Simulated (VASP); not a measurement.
Crystal: ZrAl3B3N.

```
Zr Al B N
1.0
     2.90621    0.00000    0.00000
     0.00000    2.90621    0.00000
     0.00000    0.00000    9.31779
Zr Al B N
1 3 3 1
Direct
  0.00000 0.00000 0.00000
  0.50000 0.50000 0.26817
  0.00000 0.00000 0.50000
  0.50000 0.50000 0.73183
  0.00000 0.00000 0.27111
  0.50000 0.50000 0.50000
  0.00000 0.00000 0.72889
  0.50000 0.50000 0.00000
```

The cell was built by a generator and needn't be a form met in nature.

| Item | Value |
| --- | --- |
| Program | VASP 6.6.1 |
| Task | relaxation of cell and atoms |
| Functional | PBE |
| Potentials or basis | VASP PAW PBE potentials, release 64 (Zr_sv, Al, B, N) |
| Cutoff | 520 eV |
| k mesh | 5 × 5 × 2 |
| Occupations | gaussian, width 0.15 eV |
| Spin | no spin polarisation |

At the start: pressure 51.2 GPa; volume 9.84 Å³/atom.

Question: How do energy, volume and symmetry change on relaxing?

Answer: Over 21 steps the energy falls by 400.8 meV/atom and the volume is 11.84 Å³/atom (+20.3 %); space group P4/mmm (No. 123, to 0.05 Å).

Step by step:
| step | energy change (eV) | largest force (eV/Å) | pressure (GPa) | volume (Å³) |
| --- | --- | --- | --- | --- |
| 1 | 0.0000 | 1.4639 | 51.25 | 78.70 |
| 2 | 0.1056 | 0.3609 | -21.38 | 119.60 |
| 3 | -2.2376 | 0.9077 | 3.52 | 94.82 |
| 4 | -2.9486 | 0.5401 | -3.91 | 98.68 |
| 5 | -2.9645 | 0.5815 | -1.94 | 97.30 |
| 6 | -2.9650 | 0.5977 | -1.28 | 96.90 |
| 7 | -3.0293 | 0.4081 | -0.33 | 95.83 |
| 8 | -3.0554 | 0.6362 | 1.44 | 94.21 |
| 9 | -3.0581 | 0.5812 | 1.03 | 94.59 |
| 10 | -3.0941 | 0.4528 | -0.21 | 95.14 |
| 11 | -3.1182 | 0.3539 | -1.89 | 96.00 |
| 12 | -3.1484 | 0.3232 | -0.23 | 94.85 |
| 13 | -3.1577 | 0.2969 | 1.80 | 93.65 |
| 14 | -3.1787 | 0.2215 | 1.52 | 93.83 |
| 15 | -3.1849 | 0.3102 | 1.22 | 94.32 |
| 16 | -3.1936 | 0.1178 | 1.19 | 94.07 |
| 17 | -3.1944 | 0.1357 | 1.17 | 94.13 |
| 18 | -3.2041 | 0.0904 | -0.72 | 95.20 |
| 19 | -3.2043 | 0.0909 | -0.52 | 95.12 |
| 20 | -3.2042 | 0.0954 | -0.63 | 95.08 |
| 21 | -3.2067 | 0.0639 | -0.04 | 94.70 |

Final structure:
```
CELL_PARAMETERS angstrom
3.24427 0.00000 0.00000
0.00000 3.24427 0.00000
0.00000 0.00000 8.99761
ATOMIC_POSITIONS crystal
Zr 0.00000 0.00000 0.00000
Al 0.50000 0.50000 0.23507
Al 0.00000 0.00000 0.50000
Al 0.50000 0.50000 0.76493
B 0.00000 0.00000 0.26266
B 0.50000 0.50000 0.50000
B 0.00000 0.00000 0.73734
N 0.50000 0.50000 0.00000
```

Caveat: the k mesh is coarse (spacing up to 0.43 Å⁻¹), so the values aren't converged; the volume moved by over 15 % at a fixed basis, so the end points are rough.
